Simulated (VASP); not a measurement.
All values below come from PBE GGA, VASP's PBE PAW potentials (set 64) (plane waves; VASP).

VASP ran on this input.

File KPOINTS:
```
Automatic mesh
0
Gamma
6 6 4
0 0 0
```

**INCAR**
```
! general
SYSTEM   =  ZrS2
PREC     =  Accurate
ENCUT    =  400
LREAL    =  .FALSE.
LASPH    =  .TRUE.

! electronic loop
EDIFF    =  1E-6
NELM     =  100
ALGO     =  Normal
LMAXMIX  =  4

! smearing
ISMEAR   =  0
SIGMA    =  0.05

! functional
GGA      =  PE

! ions
ISIF     =  2

! output
LWAVE    =  .FALSE.
LCHARG   =  .FALSE.
```

### POSCAR
```
ZrS2
1
    1.8300000000    -3.1696530000     0.0000000000
    1.8300000000     3.1696530000     0.0000000000
    0.0000000000     0.0000000000     5.8200000000
Zr S
1 2
Direct
  0.0000000000   0.0000000000   0.0000000000
  0.3333330000   0.6666670000   0.2500000000
  0.6666670000   0.3333330000   0.7500000000
```

POTCAR, in this order: Zr_sv S (PBE.64 set). Program: vasp_std.

What will the output report for the number of irreducible k-points (NKPTS), number of bands (NBANDS), largest plane-wave count, number of space-group operations, FFT grid (NGX, NGY, NGZ)?

| Item | Result |
|---|---|
| number of irreducible k-points (NKPTS) | 24 |
| number of bands (NBANDS) | 16 |
| largest plane-wave count | 1242 |
| number of space-group operations | 12 |
| FFT grid (NGX, NGY, NGZ) | 24 × 24 × 40 |

The compound is ZrS2 in the 1T layered structure. The cell was not relaxed at this level.
